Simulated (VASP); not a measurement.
Wanted: the native input for a VASP 6.6.1 run.

```
Task                   : single point
Functional             : PBEsol
Potentials or basis    : VASP PAW PBE potentials, release 64 (Ga_d, Sb)
Cutoff                 : 520 eV
k mesh                 : 10 × 10 × 10
Occupations            : gaussian, width 0.01 eV
Spin                   : no spin polarisation
Dipole correction      : no
Further INCAR settings : ALGO = Fast; EDIFF = 1e-06; NBANDS = 16
```

The structure of GaSb lies in POSCAR:

```
GaSb
1.0
    0.0244453635      3.0495590992      3.0251137357
    3.0495590992      0.0244453635      3.0251137357
    3.0740044627      3.0740044627      0.0000000000
Ga Sb
1 1
Direct
    0.0012324476      0.0012324476     -0.0012324476
    0.2487675524      0.2487675524      0.2512324476
```

The cell was built by a generator and isn't the measured one.

One way to write it, as run:

INCAR

```
PREC = Accurate
ENCUT = 520
EDIFF = 1E-6
ISMEAR = 0
SIGMA = 0.01
LREAL = F
LASPH = T
NELM = 100
ALGO = Fast
ISIF = 2
LWAVE = F
LCHARG = T
GGA = PS
LELF = T
LVHAR = T
NBANDS = 16
```

KPOINTS

```
regular mesh
0
Gamma
  10 10 10
```

Potentials or basis: VASP PAW PBE potentials, release 64 (Ga_d, Sb).

Command:

```sh
$ cat potpaw_PBE.64/Ga_d/POTCAR potpaw_PBE.64/Sb/POTCAR > POTCAR
$ mpirun -np 1 vasp_std > vasp.out
```

It gave:

```json
{
  "Pressure": "0.9 GPa",
  "Band gap on the k mesh": "0.07 eV, direct"
}
```

Caveat: the PAW data sets were made with another functional, which shifts forces and pressure a little; spin-orbit coupling is left out, which moves the levels of the heavy elements.

It took 64 s on 1 thread of Intel(R) Xeon(R) Platinum 8488C (Sapphire Rapids), with other jobs on the host, peak memory 0.3 GiB.
